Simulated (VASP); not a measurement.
VASP input:

**POSCAR**
```
GeCl2
1
    5.9590610000     0.0000000000     0.0000000000
    0.0000000000     5.9590610000     0.0000000000
    0.0000000000     0.0000000000     3.8376660000
Ge Cl
2 4
Direct
 -0.0021920000  -0.0031820000   0.0004410000
  0.5016940000   0.5001350000   0.5009550000
  0.3063310000   0.3085760000  -0.0000720000
  0.8085750000   0.2012870000   0.5009330000
  0.1930620000   0.8055580000   0.4965030000
  0.6925310000   0.6876260000   0.0012390000
```

### INCAR
```
# general
SYSTEM        = GeCl2
PREC          = Accurate
ENCUT         = 300
LREAL         = .FALSE.
LASPH         = .TRUE.

# electronic loop
EDIFF         = 1E-6
NELM          = 100
ALGO          = Normal
LMAXMIX       = 4

# smearing
ISMEAR        = -1
SIGMA         = 0.136

# functional
GGA           = PE
GGA_COMPAT    = .FALSE.

# spin
MAGMOM        = 18*0.0
LSORBIT       = .TRUE.
LNONCOLLINEAR = .TRUE.

# ions
ISIF          = 2

# output
LWAVE         = .FALSE.
LCHARG        = .FALSE.
LORBIT        = 11
```

File KPOINTS:
```
Automatic mesh
0
Gamma
2 2 3
0 0 0
```

POTCAR, in this order: Ge_d Cl (PBE.64 set). Program: vasp_ncl.

**Question.** Translate this PBE+SOC calculation to Ansatz.

**Answer.** One equivalent input (not run):
Ansatz 0.2 input:
```yaml
crystal:
  lattice:
    - [5.9590610, 0.0000000, 0.0000000]
    - [0.0000000, 5.9590610, 0.0000000]
    - [0.0000000, 0.0000000, 3.8376660]
  atoms:
    - { symbol: Ge, position: [-0.0021920, -0.0031820, 0.0004410] }
    - { symbol: Ge, position: [0.5016940, 0.5001350, 0.5009550] }
    - { symbol: Cl, position: [0.3063310, 0.3085760, -0.0000720] }
    - { symbol: Cl, position: [0.8085750, 0.2012870, 0.5009330] }
    - { symbol: Cl, position: [0.1930620, 0.8055580, 0.4965030] }
    - { symbol: Cl, position: [0.6925310, 0.6876260, 0.0012390] }
kpoints:
  mp_grid: { grid: [2, 2, 3] }
hamiltonian:
  xc: pbe
  pseudopotentials: { kind: paw }
magnetization: { noncollinear: true, spin_orbit: true }
scf:
  occupations: { method: fermi_dirac, width: 0.136 }
  max_iter: 100
output: { forces: true, stress: true, eigenvalues: true }
```
What does not carry over: each code has its own PAW files, so the cut-off isn't converted (ENCUT is set for VASP's; basis.ecutwfc is left out, and Ansatz then takes the one that its files recommend); Ansatz stops its SCF on the density residual and VASP on the energy change (EDIFF).

The structure was generated: GeCl2 was put into an ordered model structure, which need not be its known phase. The cell was not relaxed at this level, atoms are displaced from their ideal sites. The k-mesh is coarse (spacing up to 0.55 per Å, 2π included), so the numbers may not be converged in it. The run is one of a series of settings (GGA_COMPAT = .FALSE., LNONCOLLINEAR = .TRUE., LSORBIT = .TRUE., MAGMOM = 0.0 0.0 0.0 0.0 0.0 0.0 0.0 0.0 0.0 0.0 0.0 0.0 0.0 0.0 0.0 0.0 0.0 0.0, program vasp_ncl against the base run), some of them coarse on purpose.
